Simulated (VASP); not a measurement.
Here is the system:

```yaml
crystal:
  lattice:
    - [-0.06274, 5.87266, 5.96341]
    - [5.87266, -0.06274, 5.96341]
    - [2.90496, 2.90496, 0.00000]
  atoms:
    - { symbol: Sn, position: [0.98714, 0.98714, 0.02571] }
    - { symbol: Sn, position: [0.13786, 0.13786, 0.22429] }
    - { symbol: Ge, position: [0.99258, 0.51478, 0.99264] }
    - { symbol: Ge, position: [0.13242, 0.61022, 0.25736] }
    - { symbol: Ge, position: [0.51478, 0.99258, 0.99264] }
    - { symbol: Ge, position: [0.61022, 0.13242, 0.25736] }
    - { symbol: Ge, position: [0.49997, 0.49997, 0.00006] }
    - { symbol: Ge, position: [0.62503, 0.62503, 0.24994] }
```

Calculation: PBEsol GGA, VASP's PBE PAW potentials (set 64) (plane waves; VASP). Settings: 400 eV cut-off, 5×5×10 Γ-centred mesh, tetrahedra with Blöchl corrections, potentials Sn_d Ge_d.

Unless said otherwise, spin-orbit coupling is left out, though it shifts the bands of the heavy elements here.

Q: Tabulate the total density of states (states/eV per cell) against energy (eV; zero at the valence-band maximum or, without a gap, the Fermi level).

A: 
```
E (eV)  DOS (states/eV)
------  ---------------
-9.89              1.68
-9.33              2.71
-8.77              1.13
-8.21              1.20
-7.64              3.18
-7.08              2.18
-6.52              2.32
-5.96              1.50
-5.39              1.19
-4.83              0.67
-4.27              0.94
-3.71              4.79
-3.14              5.84
-2.69              5.90
-2.13              5.31
-1.57              4.34
-1.01              1.96
-0.44              1.20
0.12               0.44
0.68               2.80
1.24               5.22
1.81               4.50
2.37               3.62
2.93               5.25
3.49               5.20
```
Within 2 eV below the Fermi level the largest weight inside VASP's projection spheres is Ge p, then Sn p.

The structure was generated: Sn2Ge6 was put into an ordered model structure (Cmcm), which need not be its known phase. It was relaxed first.
